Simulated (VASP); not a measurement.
All values below come from MS2 meta-GGA, VASP's PBE PAW potentials (set 64) (plane waves; VASP 6.6.1).

Input for VASP

KPOINTS:
```
Regular mesh
0
gamma
  4 4 4
0 0 0
```

**POSCAR**
```
CsPbBr3
1
    5.9919434095     0.0000000000     0.0000000000
    0.0000000000     5.9919434095     0.0000000000
    0.0000000000     0.0000000000     5.9919434095
Cs Pb Br
1 1 3
Direct
  0.0000000000   0.0000000000   0.0000000000
  0.5000000000   0.5000000000   0.5000000000
  0.5000000000   0.0000000000   0.5000000000
  0.0000000000   0.5000000000   0.5000000000
  0.5000000000   0.5000000000   0.0000000000
```

### INCAR
```
# general
SYSTEM  = CsPbBr3
PREC    = Accurate
ENCUT   = 520   # plane-wave cut-off (eV)
LREAL   = .FALSE.
LASPH   = .TRUE.

# electronic loop
EDIFF   = 1E-7
NELM    = 100
ALGO    = Normal   # blocked Davidson
LMAXMIX = 4   # l cut-off of mixed one-centre charges
LMIXTAU = .TRUE.

# smearing
ISMEAR  = 0
SIGMA   = 0.05   # width (eV)

# functional
METAGGA = MS2

# ions
ISIF    = 2   # forces and stress, cell fixed

# output
LWAVE   = .FALSE.
LCHARG  = .FALSE.
```

POTCAR, in this order: Cs_sv Pb_d Br (PBE.64 set). Program: vasp_std.

Output of the run:

File OSZICAR:
```
       N       E                     dE             d eps       ncg     rms          rms(c)
DAV:   1     0.406489039219E+03    0.40649E+03   -0.17537E+04   520   0.140E+03
DAV:   2     0.345241211525E+02   -0.37196E+03   -0.36420E+03   650   0.323E+02
DAV:   3    -0.114794505845E+02   -0.46004E+02   -0.45738E+02   614   0.122E+02
DAV:   4    -0.130553110157E+02   -0.15759E+01   -0.15697E+01   644   0.307E+01
DAV:   5    -0.131026828321E+02   -0.47372E-01   -0.47297E-01   634   0.424E+00    0.611E+00
DAV:   6     0.353336248260E+00    0.13456E+02   -0.27923E+01   546   0.823E+01    0.351E+00
DAV:   7     0.565890439471E+01    0.53056E+01   -0.29871E+00   528   0.181E+01    0.226E+00
DAV:   8     0.190792318322E+01   -0.37510E+01   -0.36192E+00   520   0.158E+01    0.105E+00
DAV:   9     0.656501245349E+01    0.46571E+01   -0.19508E+00   520   0.121E+01    0.390E-01
DAV:  10     0.660137579583E+01    0.36363E-01   -0.14907E-01   532   0.461E+00    0.466E-01
DAV:  11     0.655003688613E+01   -0.51339E-01   -0.77226E-02   526   0.337E+00    0.151E-01
DAV:  12     0.654317017640E+01   -0.68667E-02   -0.26396E-02   660   0.166E+00    0.182E-01
DAV:  13     0.654272791890E+01   -0.44226E-03   -0.43807E-03   646   0.872E-01    0.658E-02
DAV:  14     0.654103811828E+01   -0.16898E-02   -0.64617E-03   532   0.882E-01    0.336E-02
DAV:  15     0.654022968467E+01   -0.80843E-03   -0.20710E-03   532   0.447E-01    0.220E-02
DAV:  16     0.653983610108E+01   -0.39358E-03   -0.53561E-04   548   0.227E-01    0.162E-02
DAV:  17     0.653976771369E+01   -0.68387E-04   -0.71336E-05   610   0.105E-01    0.354E-03
DAV:  18     0.653978217506E+01    0.14461E-04   -0.82568E-06   588   0.333E-02    0.286E-03
DAV:  19     0.653976234292E+01   -0.19832E-04   -0.61262E-06   550   0.261E-02    0.153E-03
DAV:  20     0.653976079296E+01   -0.15500E-05   -0.14669E-06   612   0.119E-02    0.928E-04
DAV:  21     0.653976092417E+01    0.13121E-06   -0.10003E-07   444   0.415E-03    0.595E-04
DAV:  22     0.653976097355E+01    0.49387E-07   -0.10398E-07   380   0.286E-03
   1 F= 0.65397610E+01 E0= 0.65397610E+01  d E =-.247885E-14
```

OUTCAR:
```
------------------------ aborting loop because EDIFF is reached ----------------------------------------
  FORCE on cell =-STRESS in cart. coord.  units (eV):
  Direction    XX          YY          ZZ          XY          YZ          ZX
  --------------------------------------------------------------------------------------
  Total       -0.7879412     -0.7879412     -0.7879412     -0.0000000     -0.0000000      0.0000000
  in kB       -5.8681513     -5.8681513     -5.8681513     -0.0000000     -0.0000000      0.0000000
  external PRESSURE =      -5.8681513 kB  Pullay stress =       0.0000000 kB
  volume of cell :      215.13
      direct lattice vectors                 reciprocal lattice vectors
     5.991943410  0.000000000  0.000000000     0.166890762  0.000000000  0.000000000
     0.000000000  5.991943410  0.000000000     0.000000000  0.166890762  0.000000000
     0.000000000  0.000000000  5.991943410     0.000000000  0.000000000  0.166890762
 POSITION                                       TOTAL-FORCE (eV/Angst)
 -----------------------------------------------------------------------------------
      0.00000      0.00000      0.00000         0.000000      0.000000      0.000000
      2.99597      2.99597      2.99597         0.000000      0.000000      0.000000
      2.99597      0.00000      2.99597         0.000000      0.000000      0.000000
      0.00000      2.99597      2.99597         0.000000      0.000000      0.000000
      2.99597      2.99597      0.00000         0.000000      0.000000      0.000000
 -----------------------------------------------------------------------------------
    total drift:                                0.000000     -0.000000     -0.000000
  FREE ENERGIE OF THE ION-ELECTRON SYSTEM (eV)
  ---------------------------------------------------
  free  energy   TOTEN  =         6.5397609736 eV

  energy  without entropy=        6.5397609736  energy(sigma->0) =        6.53976097
```
(Selected blocks of OUTCAR.)

OUTCAR:
```
 val. band max:        0.5122104958   @ k =   0.5000   0.5000   0.5000

 cond. band min:       2.4180523772   @ k =   0.5000   0.5000   0.5000


 Fermi energy:         0.7666903604

 k-point     1 :       0.0000    0.0000    0.0000
  band No.  band energies     occupation
      1     -21.1908      2.00000
      2     -16.3377      2.00000
      3     -16.3377      2.00000
      4     -16.1882      2.00000
      5     -16.1882      2.00000
      6     -16.1882      2.00000
      7     -14.3131      2.00000
      8     -13.7209      2.00000
      9     -13.7209      2.00000
     10      -7.8281      2.00000
     11      -7.8281      2.00000
     12      -7.8281      2.00000
     13      -6.2328      2.00000
     14      -3.4347      2.00000
     15      -3.4347      2.00000
     16      -3.4347      2.00000
     17      -1.4834      2.00000
     18      -1.4834      2.00000
     19      -1.4834      2.00000
     20      -1.3756      2.00000
     21      -1.3756      2.00000
     22      -1.3756      2.00000
     23       4.2407      0.00000
     24       5.2874      0.00000
     25       5.2874      0.00000
     26       6.0242      0.00000

 k-point     2 :       0.2500    0.0000    0.0000
  band No.  band energies     occupation
      1     -21.1905      2.00000
      2     -16.3377      2.00000
      3     -16.3103      2.00000
      4     -16.1885      2.00000
      5     -16.1885      2.00000
      6     -16.1881      2.00000
      7     -14.2553      2.00000
      8     -13.8255      2.00000
      9     -13.7203      2.00000
     10      -7.8246      2.00000
     11      -7.8241      2.00000
     12      -7.8241      2.00000
     13      -6.6281      2.00000
     14      -3.3876      2.00000
     15      -3.3876      2.00000
     16      -2.5792      2.00000
     17      -1.5425      2.00000
     18      -1.5425      2.00000
     19      -1.5347      2.00000
     20      -1.4261      2.00000
     21      -1.4261      2.00000
     22      -1.3291      2.00000
...
```

Unless said otherwise, spin-orbit coupling is left out, though it shifts the bands of the heavy elements here.

The compound is CsPbBr3 in the cubic perovskite structure, the ideal cubic form; the compound distorts at low or room temperature. This cell is one point of a volume scan, at 1.03 of the reference volume.
